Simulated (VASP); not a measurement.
Given:

```xyz
2
Lattice="0.0000 2.0010 2.0010 2.0010 0.0000 2.0010 2.0010 2.0010 0.0000" Properties=species:S:1:pos:R:3 pbc="T T T"
Li     0.0000     0.0000     0.0000
H      2.0010     2.0010     2.0010
```

These are rev-vdW-DF2, VASP's PBE PAW potentials (set 64) (plane waves; VASP) values and carry that method's errors. Run with 520 eV cut-off, Gaussian smearing of 0.050 eV, potentials Li_sv H.

### Question
Give the energies of bands 2 to 4 at the high-symmetry points, in eV from the valence-band maximum.

### Answer

```json
[
 {"band": "2", "Γ": "-5.38", "X": "0.00", "U": "-0.51", "L": "-2.60", "W": "-0.23"},
 {"band": "3", "Γ": "16.26", "X": "3.12", "U": "4.26", "L": "5.09", "W": "5.40"},
 {"band": "4", "Γ": "17.90", "X": "10.89", "U": "7.73", "L": "13.81", "W": "5.40"}
]
```

The gap is direct, 3.12 eV, from the valence maximum at X to the conduction minimum at X.

The compound is LiH in the rock salt structure. It was relaxed first, which changed the volume by -6 %.
